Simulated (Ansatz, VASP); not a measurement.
## Zn3SiCO3 in two plane-wave programs

One calculation is typed for both programs; each brings its own data sets. How far apart do they land? The cell is generated by rule, not measured, and may not be a known phase. The cell is taken from a series of runs on this material, whose earlier steps may have relaxed, scaled, displaced or heated it; both programs get it as it stands.

Calculated with Ansatz 0.2.0; plane waves, with VASP 6.6.1 beside it; single point at PBEsol.

## (1) The structure

The structure is trigonal, space group P3m1 (No. 156). The conventional cell has a = 3.208 Å, b = 3.208 Å, c = 10.340 Å, α = 90.00°, β = 90.00°, γ = 120.00°. Nearest to C lie 1 Si at 1.94 Å and 3 Zn at 1.96 Å. Nearest to O lie 4 Zn at 1.94 to 1.96 Å. O has 4 Zn at 1.94 to 1.96 Å nearest. O has 1 Zn at 1.94 Å and 3 Si at 1.96 Å nearest. Si has 1 C at 1.94 Å and 3 O at 1.96 Å nearest. Nearest to Zn lie 1 O at 1.94 Å and 3 C at 1.96 Å. Farther neighbours and most contacts between anions are not listed.

Coordinates:

```cif
data_structure
_symmetry_space_group_name_H-M 'P 1'
_symmetry_Int_Tables_number 1
_cell_length_a 3.2075
_cell_length_b 3.2075
_cell_length_c 10.3400
_cell_angle_alpha 90.000
_cell_angle_beta 90.000
_cell_angle_gamma 120.000
_cell_volume 92.13
loop_
_atom_site_label
_atom_site_type_symbol
_atom_site_fract_x
_atom_site_fract_y
_atom_site_fract_z
_atom_site_occupancy
C1 C 0.66667 0.33333 0.93750 1
O2 O 0.33333 0.66667 0.18750 1
O3 O 0.66667 0.33333 0.43750 1
O4 O 0.33333 0.66667 0.68750 1
Si5 Si 0.66667 0.33333 0.75000 1
Zn6 Zn 0.33333 0.66667 0.00000 1
Zn7 Zn 0.66667 0.33333 0.25000 1
Zn8 Zn 0.33333 0.66667 0.50000 1
```

## (2) VASP: single point, PBEsol, pair 1

A single point gives forces, pressure and levels at one fixed geometry, so differences don't come from the geometry; what else differs is listed under the comparison.

Lines of VASP's logs that name or quote its potential files are left out, and so is its time.

INCAR reads:

```
SYSTEM = Zn3SiCO3
PREC = Accurate
ENCUT = 600
EDIFF = 1E-06
NELM = 120
ISMEAR = 0
SIGMA = 0.1
LREAL = .FALSE.
ALGO = Normal
GGA = PS
NBANDS = 39
LORBIT = 11
LWAVE = .FALSE.
LCHARG = .FALSE.
ISIF = 2
LASPH = .TRUE.
GGA_COMPAT = .FALSE.
KPAR = 2
```

POSCAR reads:

```
Zn3SiCO3
1.0
    3.2075000000      0.0000000000      0.0000000000
   -1.6037500000      2.7777800000      0.0000000000
    0.0000000000      0.0000000000     10.3400000000
C O Si Zn
1 3 1 3
Direct
    0.6666670000      0.3333330000      0.9375000000
    0.3333336667      0.6666663333      0.1875000000
    0.6666670000      0.3333330000      0.4375000000
    0.3333336667      0.6666663333      0.6875000000
    0.6666670000      0.3333330000      0.7500000000
    0.3333336667      0.6666663333      0.0000000000
    0.6666670000      0.3333330000      0.2500000000
    0.3333336667      0.6666663333      0.5000000000
```

KPOINTS reads:

```
Automatic mesh
0
Gamma
6 6 2
0 0 0
```

The projector-augmented-wave data sets are C, O, Si and Zn (PBE family, release 64).

Started as:

```sh
mpirun -np 2 vasp_std
```

Numbers of over 12 decimals in the logs are rounded to 6 here.

The log of the run:

```text
[banner, memory and clock lines left out]
running    2 mpi-ranks, on    1 nodes
 distrk:  each k-point on    1 cores,    2 groups
 distr:  one band on    1 cores,    1 groups

 POSCAR found type information on POSCAR C O SiZn
 POSCAR found :  4 types and       8 ions
|                                                                             |
|               ----> ADVICE to this user running VASP <----                  |
|                                                                             |
|     You enforced a specific xc type in the INCAR file but a different       |
|     [... a line on the potential file left out ...]
|     I HOPE YOU KNOW WHAT YOU ARE DOING!                                     |
|                                                                             |

 LDA part: xc-table for (Slater+PW92), standard interpolation
 POSCAR, INCAR and KPOINTS ok, starting setup
 FFT: planning ... GRIDC
 FFT: planning ... GRID_SOFT
 FFT: planning ... GRID
 WAVECAR not read
 entering main loop
       N       E                     dE             d eps       ncg     rms          rms(c)
DAV:   1     0.623964332033E+03    0.62396E+03   -0.32344E+04  1092   0.236E+03
DAV:   2     0.487407540542E+02   -0.57522E+03   -0.54381E+03  1108   0.530E+02
DAV:   3    -0.426941501259E+02   -0.91435E+02   -0.89131E+02  1240   0.193E+02
DAV:   4    -0.474317482703E+02   -0.47376E+01   -0.47029E+01  1275   0.450E+01
DAV:   5    -0.475092972805E+02   -0.77549E-01   -0.77511E-01  1281   0.588E+00    0.201E+01
DAV:   6    -0.409053993604E+02    0.66039E+01   -0.27735E+01  1868   0.750E+01    0.111E+01
DAV:   7    -0.412506594313E+02   -0.34526E+00   -0.10845E+01  1662   0.375E+01    0.941E+00
DAV:   8    -0.408869361531E+02    0.36372E+00   -0.27922E+00  1561   0.280E+01    0.460E+00
DAV:   9    -0.409026757257E+02   -0.15740E-01   -0.91032E-01  1554   0.717E+00    0.144E+00
DAV:  10    -0.408556311030E+02    0.47045E-01   -0.13084E-01  1961   0.620E+00    0.409E-01
DAV:  11    -0.408577620221E+02   -0.21309E-02   -0.53005E-02  1508   0.207E+00    0.194E-01
DAV:  12    -0.408577453350E+02    0.16687E-04   -0.49136E-03  1659   0.962E-01    0.960E-02
DAV:  13    -0.408577257958E+02    0.19539E-04   -0.65440E-04  1403   0.405E-01    0.411E-02
DAV:  14    -0.408577150981E+02    0.10698E-04   -0.23935E-04  1449   0.123E-01    0.124E-02
DAV:  15    -0.408577175596E+02   -0.24614E-05   -0.35946E-05  1453   0.486E-02    0.923E-03
DAV:  16    -0.408577167766E+02    0.78298E-06   -0.49659E-06  1265   0.320E-02
   1 F= -.40857717E+02 E0= -.40849433E+02  d E =-.165685E-01
```

From OUTCAR (step 2):

```text
ion  position               nearest neighbor table
   1  0.667  0.333  0.938-   5 1.94   6 1.96   6 1.96   6 1.96
   2  0.333  0.667  0.188-   6 1.94   7 1.96   7 1.96   7 1.96
   3  0.667  0.333  0.438-   7 1.94   8 1.96   8 1.96   8 1.96
   4  0.333  0.667  0.688-   8 1.94   5 1.96   5 1.96   5 1.96
   5  0.667  0.333  0.750-   1 1.94   4 1.96   4 1.96   4 1.96
   6  0.333  0.667  0.000-   2 1.94   1 1.96   1 1.96   1 1.96
   7  0.667  0.333  0.250-   3 1.94   2 1.96   2 1.96   2 1.96
   8  0.333  0.667  0.500-   4 1.94   3 1.96   3 1.96   3 1.96

  LATTYP: Found a hexagonal cell.
 ALAT       =     3.2075000000
 C/A-ratio  =     3.2236944661

 Subroutine GETGRP returns: Found  6 space group operations
 (whereof  6 operations were pure point group operations)

The static configuration has the point symmetry C_3v.

 Found     14 irreducible k-points:

   k-points           NKPTS =     14   k-points in BZ     NKDIM =     14   number of bands    NBANDS=     39

   dimension x,y,z NGX =    28 NGY =   28 NGZ =   84
   dimension x,y,z NGXF=    56 NGYF=   56 NGZF=  168

   ENCUT  =  600.0 eV  44.10 Ry    6.64 a.u.   6.41  6.41 20.65*2*pi/ulx,y,z

   NELECT =      62.0000    total number of electrons

 k-points in reciprocal lattice and weights: Automatic mesh
   0.00000000  0.00000000  0.00000000       0.014
   0.16666667  0.00000000  0.00000000       0.083
   0.33333333 -0.00000000  0.00000000       0.083
   0.50000000  0.00000000  0.00000000       0.042
   0.16666667  0.16666667  0.00000000       0.083
   0.33333333  0.16666667  0.00000000       0.167
   0.33333333  0.33333333  0.00000000       0.028
   0.00000000  0.00000000  0.50000000       0.014
   0.16666667  0.00000000  0.50000000       0.083
[...]
0.33333333  0.16666667  0.50000000       0.167
   0.33333333  0.33333333  0.50000000       0.028

 average (electrostatic) potential at core
       1 -49.9258       2 -71.0605       3 -71.9394       4 -74.2203       5 -86.6492
       6 -33.9885       7 -33.6735       8 -34.7501

 E-fermi :   4.4909

 k-point     1 :       0.0000    0.0000    0.0000
  band No.  band energies     occupation
    ...
     26       1.8293      2.00000
     27       2.0902      2.00000
     28       2.8132      2.00000
     29       2.8142      2.00000
     30       2.8142      2.00000
     31       5.2507      0.00000
     32       5.8537      0.00000
     33       5.8537      0.00000
     34       6.9188      0.00000
     35       9.3356      0.00000
    ...

 k-point     2 :       0.1667    0.0000    0.0000
  band No.  band energies     occupation
    ...
     27       1.8633      2.00000
     28       2.4627      2.00000
     29       2.5464      2.00000
     30       3.2423      2.00000
     31       4.4533      1.40578
     32       5.4078      0.00000
     33       6.1209      0.00000
     34       7.5181      0.00000
     35       7.9258      0.00000
     36       9.8076      0.00000
    ...

 k-point     3 :       0.3333   -0.0000    0.0000
  band No.  band energies     occupation
    ...
     27       1.0656      2.00000
     28       1.8490      2.00000
     29       1.9917      2.00000
     30       2.2178      2.00000
     31       4.4325      1.59121
     32       4.5869      0.17457
     33       6.7721      0.00000
     34       7.3903      0.00000
     35       8.4686      0.00000
     36      10.0142      0.00000
    ...

  Total        2.4521741      2.4521803      1.8698203      0.0000000      0.0000000      0.0000000
  in kB       42.6458553     42.6459633     32.5181186      0.0000000      0.0000000      0.0000000
  external PRESSURE =      39.2699791 kB  Pullay stress =       0.0000000 kB

  energy-cutoff  :      600.00
  volume of cell :       92.13
      direct lattice vectors                 reciprocal lattice vectors
     3.207500000  0.000000000  0.000000000     0.311769291  0.179999856  0.000000000
    -1.603750000  2.777780000  0.000000000     0.000000000  0.359999712  0.000000000
     0.000000000  0.000000000 10.340000000     0.000000000  0.000000000  0.096711799

 POSITION                                       TOTAL-FORCE (eV/Angst)
 -----------------------------------------------------------------------------------
      1.60375      0.92593      9.69375        -0.000000      0.000000     -3.050119
      0.00000      1.85185      1.93875        -0.000000      0.000000      0.996830
      1.60375      0.92593      4.52375         0.000000     -0.000000      0.731055
      0.00000      1.85185      7.10875        -0.000000      0.000000      0.873186
      1.60375      0.92593      7.75500        -0.000000      0.000000      2.959765
      0.00000      1.85185      0.00000        -0.000000      0.000000     -0.226293
      1.60375      0.92593      2.58500        -0.000000      0.000000     -0.865830
      0.00000      1.85185      5.17000        -0.000000      0.000000     -1.418595
 -----------------------------------------------------------------------------------
    total drift:                               -0.006610      0.003967     -0.001432

  FREE ENERGIE OF THE ION-ELECTRON SYSTEM (eV)
  ---------------------------------------------------
  free  energy   TOTEN  =       -40.8577167766 eV

  energy  without entropy=      -40.8411482870  energy(sigma->0) =      -40.84943253

 total charge
# of ion       s       p       d       tot
------------------------------------------
    1        0.884   1.438   0.000   2.322
    2        1.543   3.457   0.000   5.000
    3        1.544   3.455   0.000   4.999
    4        1.608   3.392   0.000   5.000
    5        0.780   0.698   0.000   1.478
    6        0.622   0.683   9.807  11.111
    7        0.474   0.525   9.914  10.914
    8        0.475   0.527   9.911  10.912
--------------------------------------------------
tot          7.930  14.175  29.631  51.736

[... 3 further parts left out ...]
```

The run ends at a pressure of 3.93 GPa, with forces up to 3.1 eV/Å.

## (3) Ansatz: single point, PBEsol, pair 1

Ansatz runs on its default PAW (the set named soft_2) files.

The same cell, functional, mesh and smearing now go to Ansatz, which takes its cutoff from its data sets.

input.yaml reads:

```yaml
crystal:
  lattice:
    - [3.2075, 0.0, 0.0]
    - [-1.60375, 2.77778, 0.0]
    - [0.0, 0.0, 10.34]
  atoms:
    - { symbol: C, position: [0.666667, 0.333333, 0.9375] }
    - { symbol: O, position: [0.333333, 0.666667, 0.1875] }
    - { symbol: O, position: [0.666667, 0.333333, 0.4375] }
    - { symbol: O, position: [0.333333, 0.666667, 0.6875] }
    - { symbol: Si, position: [0.666667, 0.333333, 0.75] }
    - { symbol: Zn, position: [0.333333, 0.666667, 0.0] }
    - { symbol: Zn, position: [0.666667, 0.333333, 0.25] }
    - { symbol: Zn, position: [0.333333, 0.666667, 0.5] }
kpoints:
  mp_grid: { grid: [6, 6, 2] }
hamiltonian:
  xc: pbesol
scf:
  occupations: { method: gaussian, width: 0.1 }
output:
  forces: true
  stress: true
  eigenvalues: true
```

Started as:

```sh
ansatz run input.yaml --threads 4 --pin off --max-ram 14336MiB --backend cpu --events-out ev --progress --plain --runs-dir out
```

The log of the run:

```text
Warning: the atoms were moved onto the symmetric positions of the space group found under crystal.symmetry.tolerance 1.0e-5 (fractional; no operation is sought that the atoms, as they stand in a round, miss by more than twice it, and no atom is moved by as much as it), and the run uses the moved positions. Before a round's move an operation carried an atom to 3.21e-6 Å from where it should land, the largest such dist [...]
Engine: ansatz 0.2.0, aarch64-unknown-linux-gnu
Pseudopotentials: kind: paw
Pseudopotential: C, paw, valence charge 4, recommended cutoff 420 eV (normal), C.paw.azcp
Pseudopotential: O, paw, valence charge 6, recommended cutoff 420 eV (normal), O.paw.azcp
Pseudopotential: Si, paw, valence charge 4, recommended cutoff 420 eV (normal), Si.paw.azcp
Pseudopotential: Zn, paw, valence charge 12, recommended cutoff 420 eV (normal), Zn.paw.azcp
Functional definition: PBEsol
  exchange = pbesol_x
  correlation = pbesol_c
Crystal: 8 atoms, lattice volume = 92.127 Å³
Basis set: ecut = 420 eV, 1811 PW (Γ), exchange–correlation on 48×48×144 points (8 copies of the dense FFT grid, shifted against one another)
Bands: 39, of which v1, the nominal top of the filled ones, is band 31 counted from 1 (30 counted from 0)
Symmetry: 6 space group operations
Space group: P3m1 (ITA 156), of the structure as read, at distance tolerance 4.5e-5 Å
k-points: 14 of 72 (time reversal used)
Non-local potential: C, projectors of the file, l = 0: 2, l = 1: 2, l = 2: 1
Non-local potential: O, projectors of the file, l = 0: 2, l = 1: 2, l = 2: 1
Non-local potential: Si, projectors of the file, l = 0: 2, l = 1: 2, l = 2: 2
Non-local potential: Zn, projectors of the file, l = 0: 2, l = 1: 2, l = 2: 3, l = 3: 1
PAW form: soft (Blöchl's): semilocal exchange-correlation on the pseudo side does not see the compensation charge
PAW frozen core: C, regenerated for the run's functional, and the local potential with it (the file was generated under x = pbe(κ = 0.804, μ = 0.219515), c = pbe(β = 0.066725))
PAW frozen core: O, regenerated for the run's functional, and the local potential with it (the file was generated under x = pbe(κ = 0.804, μ = 0.219515), c = pbe(β = 0.066725))
PAW frozen core: Si, regenerated for the run's functional, and the local potential with it (the file was generated under x = pbe(κ = 0.804, μ = 0.219515), c = pbe(β = 0.066725))
PAW frozen core: Zn, regenerated for the run's functional, and the local potential with it (the file was generated under x = pbe(κ = 0.804, μ = 0.219515), c = pbe(β = 0.066725))
PAW one-centre angular grid: C, 110 points (default); XC on 64 Gauss nodes
PAW one-centre angular grid: O, 110 points (default); XC on 64 Gauss nodes
PAW one-centre angular grid: Si, 110 points (default); XC on 64 Gauss nodes
PAW one-centre angular grid: Zn, 590 points (default); XC on 64 Gauss nodes
Initial density: superposition of atomic densities (neutral atoms: chi_scale 0, normalization atom), corrected by the library's trained network
Initial wavefunctions: pseudopotential atomic-orbital guess
Functional: x = pbesol(κ = 0.804, μ = 0.123457), c = pbesol(β = 0.046)
SCF iter   1: F=—  HF=-12390.975978 eV  |F-HF|=—  |Δ(HF+E_count)|=         —  Δρ=1.55e-2  dr2=2.20e-1  ethr=1.77e-3  ⟨swp⟩=6.6  Hψ=2446  notcnv=0  defer=4
preconditioner: auto → Resta (q_TF=auto, 2.554 Å⁻¹)  ε∞=7.7  [insulator: Δε(μ)=0.120 eV  Ē_g=11.739 eV  σ=0.100 eV  W_gap=0.54  n_scr=26 (ndim 8)  ℏωp=30.5 eV  f_vac=0.006  D(μ)=3.02/eV (n_scr^D=26)  ε∞_Penn≈7.7]
SCF iter   2: F=—  HF=-12390.930369 eV  |F-HF|=—  |Δ(HF+E_count)|=   4.56e-2  Δρ=5.75e-3  dr2=5.00e-2  ethr=3.55e-4  ⟨swp⟩=2.7  Hψ=1023  notcnv=0  defer=26
SCF iter   3: F=—  HF=-12390.919873 eV  |F-HF|=—  |Δ(HF+E_count)|=   1.05e-2  Δρ=2.15e-3  dr2=8.17e-3  ethr=8.06e-5  ⟨swp⟩=2.2  Hψ=898  notcnv=0  defer=26
SCF iter   4: F=—  HF=-12390.918048 eV  |F-HF|=—  |Δ(HF+E_count)|=   1.82e-3  Δρ=9.02e-4  dr2=2.39e-3  ethr=1.32e-5  ⟨swp⟩=2.0  Hψ=822  notcnv=0  defer=14
automatic band count: iteration 4 solves 38 bands in place of 39: the levels show a gap, and the empty bands left out lie too high to hold charge; the band table lists the bands solved (type scf.n_extra_bands for more)
SCF iter   5: F=—  HF=-12390.917519 eV  |F-HF|=—  |Δ(HF+E_count)|=   5.29e-4  Δρ=3.09e-4  dr2=3.02e-4  ethr=3.85e-6  ⟨swp⟩=2.7  Hψ=917  notcnv=0  defer=16
SCF iter   6: F=—  HF=-12390.917453 eV  |F-HF|=—  |Δ(HF+E_count)|=   6.62e-5  Δρ=9.25e-5  dr2=2.09e-5  ethr=4.88e-7  ⟨swp⟩=2.4  Hψ=935  notcnv=0  defer=20
SCF iter   7: F=—  HF=-12390.917476 eV  |F-HF|=—  |Δ(HF+E_count)|=   2.28e-5  Δρ=7.34e-5  dr2=4.13e-6  ethr=3.37e-8  ⟨swp⟩=2.0  Hψ=820  notcnv=0  defer=20
SCF iter   8: F=—  HF=-12390.917475 eV  |F-HF|=—  |Δ(HF+E_count)|=   1.23e-6  Δρ=3.23e-5  dr2=1.11e-6  ethr=6.66e-9  ⟨swp⟩=2.0  Hψ=861  notcnv=0  defer=20
SCF iter   9: F=—  HF=-12390.917474 eV  |F-HF|=—  |Δ(HF+E_count)|=   3.41e-7  Δρ=1.00e-5  dr2=1.43e-7  ethr=1.79e-9  ⟨swp⟩=2.0  Hψ=795  notcnv=0  defer=20
SCF iter  10: F=-12390.917474 eV  HF=-12390.917474 eV  |F-HF|=7.01e-9  |Δ(HF+E_count)|=   6.94e-9  Δρ=2.95e-6  dr2=1.73e-8  ethr=1.61e-10  ⟨swp⟩=8.2  Hψ=2173  notcnv=0
SCF 1 converged in 10 iterations: F = -12390.917474 eV  dr2 = 1.73e-8
  greatest PAW one-centre occupation: 0.987 electrons in one spin orbital (limit 2), on the Zn atom at site 7 (counted from 0), in its partial waves of l = 2
SCF converged after 10 iterations
Free energy (F): -12390.917474 eV
Harris-Foulkes:  -12390.917474 eV  (|F-HF|=7.01e-9)
Internal energy: -12390.900594 eV  (E = F + TS)
E sigma→0 (E₀):  -12390.909034 eV
Entropy (-TS):   -0.016880 eV (-2.110 meV/atom)
Fermi energy:    9.476359 eV
--- Per-component energies (eV) ---
  E_band       = 124.907125
  E_kinetic    = 1045.835319
  E_local      = -7055.320137  (includes V_loc(G=0)·N_el)
  E_nonlocal   = 2048.846866
  E_hartree    = 2968.069047
  E_xc         = -727.780639
  E_vxc        = -544.165722  (∫ρ·V_xc dr)
  E_paw        = -6424.774535  (= ΣΔE_a)
  E_vpaw       = -1306.431659  (= ΣTr[D̂ρ^β])
  E_aug_tail   = 0.006237  (compensation charges beyond the density's cutoff)
  E_ewald      = -4248.333341
  E_core_change = 2.550590  (= ΣΔE_core)
  E_smearing   = -0.016880  (= −TS)
  E_closure    = -0.000000  (closes the sum)
  Σ components = -12390.917474   (vs F -12390.917474, Δ=0.00e0)
--- Forces (eV/Å), atoms counted from 1 ---
  atom   1  C     -0.00000000    -0.00000000    -3.03863602
  atom   2  O      0.00000000     0.00000000     0.98930099
  atom   3  O      0.00000000    -0.00000000     0.71971925
  atom   4  O      0.00000000     0.00000000     0.83267198
  atom   5  Si     0.00000000    -0.00000000     2.96956999
  atom   6  Zn    -0.00000000    -0.00000000    -0.20755732
  atom   7  Zn    -0.00000000     0.00000000    -0.86018460
  atom   8  Zn    -0.00000000    -0.00000000    -1.40487114
  max |Σ_I F_I| component: 1.31e-5 eV/Å
--- Stress (GPa, compression-positive) ---
        3.613015       0.000000       0.000000
        0.000000       3.613015       0.000000
        0.000000       0.000000       2.435735
  P = ⅓ Tr σ = 3.2206 GPa (32.206 kbar)
--- Band table (eV; the first three rows and the last of 14) ---
  k-point 0: bands = [... 27 lower, 7.7798, 7.7798, 7.7917, 10.2303, 10.8367, 10.8367, 11.8901, 14.3313, ... 3 higher]
  k-point 1: bands = [... 27 lower, 7.7811, 7.7811, 8.4287, 9.8429, 10.8362, 10.8362, 12.0755, 14.2984, ... 3 higher]
  k-point 2: bands = [... 27 lower, 7.4401, 7.5126, 8.2237, 9.4389, 10.3912, 11.0977, 12.4912, 12.9147, ... 3 higher]
  k-point 13: bands = [... 27 lower, 5.8585, 6.6988, 6.7261, 6.9115, 11.5346, 11.6284, 13.4609, 14.0440, ... 3 higher]
```

The column dr2 measures how far the density is from self-consistency, as an energy; F and HF (Harris–Foulkes) agree once it is small.

The run ends at a pressure of 3.22 GPa, with forces up to 3.0 eV/Å.

## (4) Side by side

Known differences besides the potentials themselves: the cutoff is 420 eV in Ansatz and 600 eV in VASP; Ansatz makes its cores anew for this functional, VASP keeps those of its PBE data sets. Total energies have different zeros and are not compared.

Compared:

```
      quantity  Ansatz  VASP  difference
pressure (GPa)    3.22  3.93       -0.71
```

Forces (eV/Å; atoms numbered as in POSCAR):

```
atom        Ansatz x, y, z          VASP x, y, z
  C1  0.000, 0.000, -3.039  0.000, 0.000, -3.050
  O2   0.000, 0.000, 0.989   0.000, 0.000, 0.997
  O3   0.000, 0.000, 0.720   0.000, 0.000, 0.731
  O4   0.000, 0.000, 0.833   0.000, 0.000, 0.873
 Si5   0.000, 0.000, 2.970   0.000, 0.000, 2.960
 Zn6  0.000, 0.000, -0.208  0.000, 0.000, -0.226
 Zn7  0.000, 0.000, -0.860  0.000, 0.000, -0.866
 Zn8  0.000, 0.000, -1.405  0.000, 0.000, -1.419
```

The forces differ by 10 meV/Å r.m.s., which is 1.1 % of the r.m.s. force of 0.983 eV/Å (both taken over all components).

[end of part 1 of 2]

[Lines on the potential files, build, host, timing and source positions are cut from VASP's logs without a mark.]

[Logs are printed without paths, hosts, clocks, repeated set-up lines and the standing remarks that a program may print on its own settings, such as how far it seeks lower states.]

[Hosts, paths, dates, database ids (printed as entryN), source tags and the programs' standing remarks are cut or masked in the printed files.]
